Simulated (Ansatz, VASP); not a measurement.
# Two plane-wave programs on SrTl

```
Sr Tl
1.0
     3.95516    0.00000    0.00000
     0.00000    3.95516    0.00000
     0.00000    0.00000    3.95516
Sr Tl
1 1
Direct
  0.00000 0.00000 0.00000
  0.50000 0.50000 0.50000
```

Alike in both runs: functional LDA; k mesh 10 × 10 × 10; occupations gaussian, width 0.1 eV; no spin polarisation.

Ansatz relaxed the structure, and its values are those at the end. VASP's run is a single point on that final structure, the one shown.

|  | VASP | Ansatz |
| --- | --- | --- |
| version | VASP 6.6.1 | Ansatz 0.2.0 |
| potentials or method | VASP PAW LDA potentials, release 64 (Sr_sv, Tl_d) | scalar-relativistic, plane waves, PAW |
| plane-wave cutoff (eV) | 520 | 420 |
| valence electrons in the cell | 23 | 23 |

```csv
,VASP,Ansatz,Ansatz less VASP
gap on the k mesh at the Fermi level (eV),none,none,-
pressure (GPa),0.1,0.0,-0.11
```

A gap of «none» marks a metal or a gap that the smearing closes.

The runs have no spin-orbit coupling, so splittings on Tl are missing.
